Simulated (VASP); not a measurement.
Calculation: LDA (Ceperley-Alder, Perdew-Zunger), VASP's LDA PAW potentials (set 64) (plane waves; VASP).

The input files of a VASP run:

**KPOINTS**
```
kpoints
0
gamma
10 10 10
0 0 0
```

POSCAR:
```
NiSi2
1
    0.0000000000     2.6767668343     2.6767668343
    2.6767668343     0.0000000000     2.6767668343
    2.6767668343     2.6767668343     0.0000000000
Si Ni
2 1
Direct
  0.2500000000   0.2500000000   0.2500000000
  0.7500000000   0.7500000000   0.7500000000
  0.0000000000   0.0000000000   0.0000000000
```

**INCAR**
```
ALGO = Normal
EDIFF = 1E-6
EDIFFG = -0.02
ENCUT = 500
IBRION = 2
ISIF = 3
ISMEAR = 1
LASPH = .TRUE.
LCHARG = .FALSE.
LMAXMIX = 4
LREAL = .FALSE.
LWAVE = .FALSE.
NELM = 100
NSW = 40
PREC = Accurate
PSTRESS = 50
SIGMA = 0.1
SYSTEM = NiSi2
```

POTCAR, in this order: Si Ni (LDA.64 set). Program: vasp_std.

Energy and stress use the plane-wave basis of the starting cell.

What does the run give for the energy per atom (σ→0), volume per atom, band gap (on the k-mesh)?

```
Property                                                    Result
------------------------  ----------------------------------------
energy per atom (σ→0)                               -6.628 eV/atom
band gap (on the k-mesh)  none (metal, semimetal or under 0.01 eV)
volume per atom                                      12.44 Å³/atom
```

File OSZICAR:
```
...
DAV:   2    -0.205937403106E+02   -0.42715E+00   -0.53129E+00  1573   0.651E+01    0.741E+00
DAV:   3    -0.198964091047E+02    0.69733E+00   -0.27068E+00  1398   0.421E+01    0.124E+00
DAV:   4    -0.198854505299E+02    0.10959E-01   -0.73545E-02  1474   0.457E+00    0.432E-01
DAV:   5    -0.198836474581E+02    0.18031E-02   -0.32609E-03  1958   0.862E-01    0.142E-01
DAV:   6    -0.198834932811E+02    0.15418E-03   -0.18475E-04  1805   0.226E-01    0.486E-02
DAV:   7    -0.198834909157E+02    0.23654E-05   -0.21311E-05  1908   0.840E-02    0.116E-02
DAV:   8    -0.198834908070E+02    0.10873E-06   -0.19922E-06   968   0.231E-02
   3 F= -.18718390E+02 E0= -.18717827E+02  d E =-.164201E-01
```

The compound is NiSi2 in the fluorite structure. This run relaxes it under an external pressure of 5 GPa. Symmetry was kept, so distortions that lower it aren't found. The run is not spin-polarised, so no magnetic state was tried.
